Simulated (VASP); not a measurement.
# SiNi: structure and properties in VASP, part 2 of 5

Aim: relax SiNi with r2SCAN, compute its properties on that cell and hold them against experiment. The start is a cell from a database of measured crystal structures.

VASP 6.6.1; r2SCAN, spin-polarised from a ferromagnetic start; plane waves and PAW (Si, Ni).

Still holding for the runs below: The k-mesh is coarse for a metal.

So far. Step 2 (Full relaxation (r2SCAN)): It ends with a largest force of 0.006 eV/Å and a pressure of 0.00 GPa. The volume lies -1.7 % from that of the database's start, part of which can be the thermal and zero-point expansion of its experiment. The relaxed cell has a, b, c = 5.097, 3.340, 5.584 Å (conventional setting).

## (3) Second relaxation

A relaxation keeps the plane waves of the cell it began with, so it is repeated from the new cell, on a basis made for it.

INCAR reads:

```
SYSTEM = SiNi
PREC = Accurate
ENCUT = 400
EDIFF = 1E-06
NELM = 100
ISMEAR = 0
SIGMA = 0.05
LREAL = .FALSE.
ALGO = Normal
METAGGA = R2SCAN
LASPH = .TRUE.
NBANDS = 43
ISPIN = 2
MAGMOM = 0 0 0 0 1 1 1 1
LMAXMIX = 4
LORBIT = 11
LWAVE = .FALSE.
LCHARG = .FALSE.
KPAR = 4
IBRION = 2
NSW = 60
ISIF = 3
EDIFFG = -0.01
```

POSCAR reads:

```
SiNi
1.0
    5.0966215372      0.0000000000      0.0000000000
    0.0000000000      3.3403988186      0.0000000000
    0.0000000000      0.0000000000      5.5841039755
Si Ni
4 4
Direct
    0.3210713735      0.7500000000      0.0830357569
    0.1789286265      0.2500000000      0.5830357569
    0.8210713735      0.7500000000      0.4169642431
    0.6789286265      0.2500000000      0.9169642431
    0.0076960103      0.2500000000      0.1892647075
    0.4923039897      0.7500000000      0.6892647075
    0.5076960103      0.2500000000      0.3107352925
    0.9923039897      0.7500000000      0.8107352925
```

KPOINTS reads:

```
Automatic mesh
0
Gamma
5 7 4
0 0 0
```

PAW data sets: Si and Ni (PBE family, release 64).

Run with:

```bash
$ mpirun -np 4 vasp_std
```

The log of the run:

```text
[banner, memory and clock lines left out]
running    4 mpi-ranks, on    1 nodes
 distrk:  each k-point on    1 cores,    4 groups
 distr:  one band on    1 cores,    1 groups

 POSCAR found type information on POSCAR SiNi
 POSCAR found :  2 types and       8 ions
 [... a notice as in an earlier step ...]

 LDA part: xc-table for (None), standard interpolation
 POSCAR, INCAR and KPOINTS ok, starting setup
 FFT: planning ... GRIDC
 FFT: planning ... GRID_SOFT
 FFT: planning ... GRID
 WAVECAR not read
 entering main loop
       N       E                     dE             d eps       ncg     rms          rms(c)
DAV:   1     0.297681120507E+03    0.29768E+03   -0.20595E+04  6192   0.131E+03
DAV:   2    -0.696285563991E+02   -0.36731E+03   -0.34564E+03  6211   0.309E+02
DAV:   3    -0.986796848005E+02   -0.29051E+02   -0.27864E+02  7004   0.103E+02
DAV:   4    -0.994815880956E+02   -0.80190E+00   -0.79746E+00  7409   0.164E+01
DAV:   5    -0.995050925994E+02   -0.23505E-01   -0.23496E-01  7700   0.260E+00    0.294E+01
DAV:   6    -0.101408699686E+03   -0.19036E+01   -0.98035E+01  7048   0.152E+02    0.363E+01
DAV:   7    -0.865049463595E+02    0.14904E+02   -0.31343E+01  7352   0.906E+01    0.721E+00
DAV:   8    -0.867625920530E+02   -0.25765E+00   -0.41703E+00  8841   0.187E+01    0.503E+00
DAV:   9    -0.867035668128E+02    0.59025E-01   -0.46621E-01  7959   0.791E+00    0.141E+00
DAV:  10    -0.867114454624E+02   -0.78786E-02   -0.31239E-02  8682   0.196E+00    0.627E-01
DAV:  11    -0.867126601821E+02   -0.12147E-02   -0.42196E-03  8303   0.574E-01    0.294E-01
DAV:  12    -0.867131196778E+02   -0.45950E-03   -0.12263E-03  7347   0.359E-01    0.149E-01
DAV:  13    -0.867131950820E+02   -0.75404E-04   -0.19856E-04  7602   0.125E-01    0.641E-02
DAV:  14    -0.867132103287E+02   -0.15247E-04   -0.29815E-05  6954   0.380E-02    0.167E-02
DAV:  15    -0.867132136141E+02   -0.32854E-05   -0.70326E-06  7006   0.190E-02    0.461E-03
DAV:  16    -0.867132142917E+02   -0.67760E-06   -0.81729E-07  3598   0.797E-03
   1 F= -.86713214E+02 E0= -.86712281E+02  d E =-.867132E+02  mag=    -0.0001
 curvature:   0.00 expect dE= 0.000E+00 dE for cont linesearch  0.000E+00
 trial: gam= 0.00000 g(F)=  0.953E-05 g(S)=  0.120E-03 ort = 0.000E+00 (trialstep = 0.100E+01)
 search vector abs. value=  0.129E-03
 bond charge predicted
       N       E                     dE             d eps       ncg     rms          rms(c)
DAV:   1    -0.867148035063E+02   -0.15899E-02   -0.13754E-02  7145   0.140E+00    0.368E-01
DAV:   2    -0.867162938746E+02   -0.14904E-02   -0.17427E-02  7119   0.212E+00    0.445E-01
DAV:   3    -0.867132577592E+02    0.30361E-02   -0.65122E-03  7088   0.135E+00    0.612E-02
DAV:   4    -0.867132713780E+02   -0.13619E-04   -0.24140E-04  6563   0.781E-02    0.245E-02
DAV:   5    -0.867132626772E+02    0.87008E-05   -0.14621E-05  8070   0.502E-02    0.829E-03
DAV:   6    -0.867132620050E+02    0.67214E-06   -0.28803E-06  5769   0.968E-03
   2 F= -.86713262E+02 E0= -.86712262E+02  d E =-.477134E-04  mag=     0.0000
[...]
3 F= -.86713260E+02 E0= -.86712274E+02  d E =-.454692E-04  mag=     0.0000
[...]
4 F= -.86713260E+02 E0= -.86712286E+02  d E =-.456396E-04  mag=    -0.0000
 curvature:  -0.32 expect dE=-0.580E-04 dE for cont linesearch -0.124E-04
 ZBRENT: bisectioning
 opt :   0.3192  next Energy=   -86.713294 (dE=-0.801E-04)
 bond charge predicted
       N       E                     dE             d eps       ncg     rms          rms(c)
DAV:   1    -0.867134084594E+02   -0.14797E-03   -0.13847E-03  7120   0.441E-01    0.118E-01
DAV:   2    -0.867135556359E+02   -0.14718E-03   -0.17873E-03  7125   0.677E-01    0.143E-01
DAV:   3    -0.867132470152E+02    0.30862E-03   -0.66693E-04  7061   0.433E-01    0.199E-02
DAV:   4    -0.867132463266E+02    0.68855E-06   -0.23815E-05  6555   0.257E-02    0.725E-03
DAV:   5    -0.867132459253E+02    0.40138E-06   -0.10805E-06  3869   0.145E-02
   5 F= -.86713246E+02 E0= -.86712292E+02  d E =-.316336E-04  mag=    -0.0000
 curvature:  -0.89 expect dE=-0.359E-04 dE for cont linesearch -0.114E-04
 trial: gam=-0.00178 g(F)=  0.115E-04 g(S)=  0.289E-04 ort = 0.406E-04 (trialstep = 0.864E+00)
 search vector abs. value=  0.402E-04
 reached required accuracy - stopping structural energy minimisation
```

Elapsed: 4.4 min, on 4 MPI ranks of Intel Xeon Platinum 8559C (Emerald Rapids), shared host; peak memory 1.2 GiB.

OUTCAR, selected parts (step 3):

```text
  LATTYP: Found a simple orthorhombic cell.
 ALAT       =     3.3403988186
 B/A-ratio  =     1.5257524068
 C/A-ratio  =     1.6716878070

 Found     36 irreducible k-points:

   dimension x,y,z NGX =    36 NGY =   24 NGZ =   36
   dimension x,y,z NGXF=    72 NGYF=   48 NGZF=   72

   ENCUT  =  400.0 eV  29.40 Ry    5.42 a.u.   8.31  5.45  9.11*2*pi/ulx,y,z

   NELECT =      56.0000    total number of electrons

 E-fermi :  10.5856

 spin component 1
 k-point     1 :       0.0000    0.0000    0.0000
  band No.  band energies     occupation
    ...
     24       8.5439      1.00000
     25       8.5594      1.00000
     26       9.3741      1.00000
     27       9.3798      1.00000
     28       9.5953      1.00000
     29      11.3061      0.00000
     30      12.0969      0.00000
     31      14.1492      0.00000
     32      14.7457      0.00000
     33      15.0755      0.00000
    ...

 k-point     2 :       0.2000    0.0000    0.0000
  band No.  band energies     occupation
    ...
     24       8.5021      1.00000
     25       8.5481      1.00000
     26       9.0739      1.00000
     27       9.8345      1.00000
     28       9.9495      1.00000
     29      12.4331      0.00000
     30      12.5576      0.00000
     31      13.6836      0.00000
     32      14.9995      0.00000
     33      15.0511      0.00000
    ...

 k-point     3 :       0.4000    0.0000    0.0000
  band No.  band energies     occupation
    ...
     22       8.0747      1.00000
     23       8.4532      1.00000
     24       8.5159      1.00000
     25       8.5338      1.00000
     26       8.7228      1.00000
     27      10.9034      0.00000
     28      11.0904      0.00000
     29      12.4440      0.00000
     30      12.6396      0.00000
     31      14.5780      0.00000
    ...

 k-point     4 :       0.0000    0.1429    0.0000
  band No.  band energies     occupation
    ...
     24       8.5097      1.00000
     25       8.8625      1.00000
     26       9.0656      1.00000
     27       9.4272      1.00000
     28       9.6754      1.00000
     29      11.2766      0.00000
     30      12.2895      0.00000
     31      12.3769      0.00000
     32      13.2004      0.00000
     33      14.7363      0.00000
    ...

  Total       -0.0147733      0.0552791     -0.0389124     -0.0000000      0.0000000      0.0000000
  in kB       -0.2490723      0.9319863     -0.6560502     -0.0000000      0.0000000      0.0000000
  external PRESSURE =       0.0089546 kB  Pullay stress =       0.0000000 kB

  energy-cutoff  :      400.00
  volume of cell :       95.03
      direct lattice vectors                 reciprocal lattice vectors
     5.095806538  0.000000000  0.000000000     0.196239789  0.000000000  0.000000000
     0.000000000  3.340334789  0.000000000     0.000000000  0.299371190  0.000000000
     0.000000000  0.000000000  5.582886878     0.000000000  0.000000000  0.179118800

 POSITION                                       TOTAL-FORCE (eV/Angst)
 -----------------------------------------------------------------------------------
      1.63622      2.50525      0.46359         0.006189     -0.000000      0.002401
      0.91168      0.83508      3.25503        -0.006189     -0.000000      0.002401
      4.18412      2.50525      2.32785         0.006189     -0.000000     -0.002401
      3.45959      0.83508      5.11930        -0.006189      0.000000     -0.002401
      0.03924      0.83508      1.05662         0.002394      0.000000     -0.003133
      2.50867      2.50525      3.84806        -0.002394     -0.000000     -0.003133
      2.58714      0.83508      1.73483         0.002394     -0.000000      0.003133
      5.05657      2.50525      4.52627        -0.002394     -0.000000      0.003133
 -----------------------------------------------------------------------------------
    total drift:                                0.000000     -0.000000     -0.000000

  FREE ENERGIE OF THE ION-ELECTRON SYSTEM (eV)
  ---------------------------------------------------
  free  energy   TOTEN  =       -86.7132459253 eV

  energy  without entropy=      -86.7113382003  energy(sigma->0) =      -86.71229206

 total charge
# of ion       s       p       d       tot
------------------------------------------
    1        0.753   0.880   0.000   1.633
    2        0.753   0.880   0.000   1.633
    3        0.753   0.880   0.000   1.633
    4        0.753   0.880   0.000   1.633
    5        0.524   0.695   8.463   9.683
    6        0.524   0.695   8.463   9.683
    7        0.524   0.695   8.463   9.683
    8        0.524   0.695   8.463   9.683
--------------------------------------------------
tot          5.111   6.300  33.854  45.264

 magnetization (x)
# of ion       s       p       d       tot
------------------------------------------
    1        0.000   0.000   0.000   0.000
    2        0.000   0.000   0.000   0.000
    3        0.000   0.000   0.000   0.000
    4        0.000   0.000   0.000   0.000
    5       -0.000  -0.000   0.000  -0.000
    6       -0.000  -0.000   0.000  -0.000
    7       -0.000  -0.000   0.000  -0.000
    8       -0.000  -0.000   0.000  -0.000
--------------------------------------------------
tot          0.000   0.000   0.000   0.000

[... 5 parts as in an earlier step ...]

[... 5 further parts left out ...]
```

CONTCAR:

```
SiNi
   1.00000000000000
     5.0958065375375359    0.0000000000000000    0.0000000000000000
     0.0000000000000000    3.3403347885256887    0.0000000000000000
     0.0000000000000000    0.0000000000000000    5.5828868782497372
  Si              Ni
     4     4
Direct
     0.3210913218263656    0.7500000000000000    0.0830376569747535
     0.1789086781736345    0.2500000000000000    0.5830376569747535
     0.8210913218263656    0.7500000000000000    0.4169623430252465
     0.6789086781736344    0.2500000000000000    0.9169623430252465
     0.0077000756519241    0.2500000000000000    0.1892596210007591
     0.4922999243480759    0.7500000000000000    0.6892596210007591
     0.5077000756519241    0.2500000000000000    0.3107403789992410
     0.9922999243480759    0.7500000000000000    0.8107403789992409
```

Little changed from the start: no atom moved by 0.005 Å and no cell edge by 0.1 %.

Numbers from this step:

```yaml
free_energy_toten: -86.7132 eV
energy_at_zero_smearing: -86.7123 eV
fermi_energy: 10.59 eV
pressure: 8.95e-4 GPa
scf_cycles_over_all_ionic_steps: 36
```

It ends with a largest force of 0.007 eV/Å and a pressure of 0.00 GPa. The volume moved by only 0.04 %, so the volume is settled.

[end of part 2 of 5]

[Lines on the potential files, build, host, timing and source positions are cut from VASP's logs without a mark.]

[Logs are printed without paths, hosts, clocks, repeated set-up lines and the standing remarks that a program may print on its own settings, such as how far it seeks lower states.]

[Hosts, paths, dates, database ids (printed as entryN), source tags and the programs' standing remarks are cut or masked in the printed files.]

[A measured line is paired with the nearest computed mode of its activity, which favours agreement.]

[In band tables of VASP the shares of atoms and orbitals are scaled to a sum of 1 inside the atoms' spheres.]
